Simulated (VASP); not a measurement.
Energy against volume of SrO (rock salt). Level of theory: PBE GGA, VASP's PBE PAW potentials (set 64) (plane waves; VASP). Run with 520 eV cut-off, 9×9×9 Γ-centred mesh, Gaussian smearing of 0.050 eV, potentials Sr_sv O.

```
V (Å³/atom)  E (eV/atom)
-----------  -----------
16.567          -6.00792
17.096          -6.02270
17.625          -6.02756
18.153          -6.02400
```

Fit these four points and predict the energy of the run at 18.682 Å³/atom.

A cubic in V^(−2/3), the third-order Birch-Murnaghan form, passes through the four points with V0 = 17.65 Å³/atom and B0 = 84 GPa, and gives -6.0133 eV/atom there. The run gave -6.0133 eV/atom, -0.0 meV/atom from the fit; all five points give B0 = 84 GPa.

The compound is SrO in the rock salt structure. It was relaxed first.
